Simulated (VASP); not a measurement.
Given:

```
CELL_PARAMETERS angstrom
      7.14656     0.00000     0.00000
      0.00000     7.14656     0.00000
      0.00000     0.00000     7.14656
ATOMIC_POSITIONS crystal
  C  0.50000 0.00000 0.00000
  C  0.63087 0.12484 0.12657
  C  0.75373 0.25026 0.99715
  C  0.87062 0.36912 0.12834
  C  0.74918 0.99521 0.25533
  C  0.87183 0.12380 0.37214
  C  0.00000 0.00000 0.00000
  C  0.12500 0.12500 0.12500
  C  0.25000 0.25000 0.00000
  C  0.38150 0.38145 0.12063
  C  0.49333 0.49586 0.00280
  C  0.62892 0.61831 0.12609
  C  0.75000 0.75000 0.00000
  C  0.87500 0.87500 0.12500
  C  0.25000 0.00000 0.25000
  C  0.37457 0.13175 0.37358
  C  0.50440 0.25065 0.25380
  C  0.74979 0.49340 0.24420
  C  0.86955 0.62151 0.38152
  C  0.50185 0.00444 0.50093
  C  0.62690 0.12937 0.63098
  C  0.75578 0.25455 0.49431
  C  0.87305 0.36849 0.62565
  C  0.75000 0.00000 0.75000
  C  0.87500 0.12500 0.87500
  C  0.00000 0.50000 0.00000
  C  0.12500 0.62500 0.12500
  C  0.25000 0.75000 0.00000
  C  0.37500 0.87500 0.12500
  C  0.00000 0.25000 0.25000
  C  0.12500 0.37500 0.37500
  C  0.25491 0.50021 0.24925
  C  0.37921 0.61828 0.37602
  C  0.49876 0.75680 0.25422
  C  0.62500 0.87500 0.37500
  C  0.00000 0.00000 0.50000
  C  0.12500 0.12500 0.62500
  C  0.25559 0.24762 0.49415
  C  0.37538 0.37726 0.63051
  C  0.62794 0.62782 0.62875
  C  0.75665 0.74823 0.49416
  C  0.87500 0.87500 0.62500
  C  0.25000 0.00000 0.75000
  C  0.37500 0.12500 0.87500
  C  0.49639 0.24418 0.75431
  C  0.62500 0.37500 0.87500
  C  0.75435 0.50125 0.75581
  C  0.87500 0.62500 0.87500
  C  0.00000 0.75000 0.25000
  C  0.12500 0.87500 0.37500
  C  0.00000 0.50000 0.50000
  C  0.12500 0.62500 0.62500
  C  0.25000 0.75000 0.50000
  C  0.37500 0.87500 0.62500
  C  0.00000 0.25000 0.75000
  C  0.12500 0.37500 0.87500
  C  0.25000 0.50000 0.75000
  C  0.37500 0.62500 0.87500
  C  0.50000 0.75000 0.75000
  C  0.62500 0.87500 0.87500
  C  0.00000 0.75000 0.75000
  C  0.12500 0.87500 0.87500
  B  0.50652 0.50378 0.50363
```
Cell charge -1.

Level of theory: PBE GGA, VASP's PBE PAW potentials (set 64) (plane waves; VASP). Numerical set-up: PREC = Normal, LREAL = Auto, ISYM = 0, NELECT = 252.0, EDIFF = 1E-5, 400 eV cut-off, 1×1×1 Γ-centred mesh, Gaussian smearing of 0.050 eV, potentials C B.

The cell is charged, with a uniform compensating background. The supercell is sampled at Γ alone, which is coarse: total energies, pressure and levels can be off, energies of defects by several tenths of an eV.

The ions are relaxed. Give the cell that the relaxation ends in.

```
CELL_PARAMETERS angstrom
      7.14656     0.00000     0.00000
      0.00000     7.14656     0.00000
      0.00000     0.00000     7.14656
ATOMIC_POSITIONS crystal
  C  0.49996 0.99909 0.99966
  C  0.62313 0.12788 0.12848
  C  0.74896 0.25154 0.00227
  C  0.87258 0.37734 0.12849
  C  0.74896 0.00168 0.25208
  C  0.87259 0.12789 0.37788
  C  0.99995 0.00052 0.00110
  C  0.12412 0.12561 0.12620
  C  0.24904 0.24948 0.99934
  C  0.37513 0.37388 0.12594
  C  0.50123 0.49923 0.00091
  C  0.62665 0.62535 0.12596
  C  0.75099 0.75144 0.99935
  C  0.87487 0.87638 0.12619
  C  0.24903 0.99875 0.25007
  C  0.37509 0.12532 0.37447
  C  0.48804 0.24191 0.24254
  C  0.75853 0.51244 0.24257
  C  0.87514 0.62537 0.37447
  C  0.50124 0.00030 0.49983
  C  0.62660 0.12537 0.62592
  C  0.75855 0.24194 0.51299
  C  0.87511 0.37387 0.62593
  C  0.75101 0.99877 0.75204
  C  0.87486 0.12563 0.87699
  C  0.00137 0.50049 0.99968
  C  0.12520 0.62485 0.12443
  C  0.25111 0.74936 0.99949
  C  0.37563 0.87525 0.12441
  C  0.99880 0.25151 0.25208
  C  0.12520 0.37504 0.37560
  C  0.24963 0.50016 0.24857
  C  0.37582 0.62462 0.36862
  C  0.50030 0.75084 0.24858
  C  0.62545 0.87525 0.37559
  C  0.00138 0.99913 0.50106
  C  0.12519 0.12388 0.62541
  C  0.24963 0.24801 0.50074
  C  0.37586 0.36805 0.62516
  C  0.63243 0.62463 0.62517
  C  0.75248 0.75085 0.50075
  C  0.87664 0.87529 0.62544
  C  0.25111 0.99893 0.74996
  C  0.37564 0.12385 0.87583
  C  0.50030 0.24800 0.75138
  C  0.62545 0.37503 0.87582
  C  0.75247 0.50016 0.75140
  C  0.87664 0.62485 0.87583
  C  0.00171 0.75144 0.25007
  C  0.12566 0.87482 0.37539
  C  0.00016 0.49924 0.49985
  C  0.12651 0.62380 0.62440
  C  0.25152 0.74896 0.49886
  C  0.37667 0.87398 0.62438
  C  0.00171 0.24950 0.75203
  C  0.12566 0.37483 0.87539
  C  0.25153 0.49827 0.74955
  C  0.37671 0.62379 0.87457
  C  0.50220 0.74893 0.74954
  C  0.62565 0.87481 0.87538
  C  0.00156 0.74938 0.74996
  C  0.12578 0.87470 0.87527
  B  0.49847 0.50199 0.50252
```
Cell charge -1.

How much energy does the relaxation gain?

The energy (σ→0) changes by -36.7 meV/atom, in 18 ionic steps.

The cell is a supercell with a defect, built from C (diamond): B_C-vac_C, charge -1. The run is not spin-polarised, so no state with unpaired spins was tried.
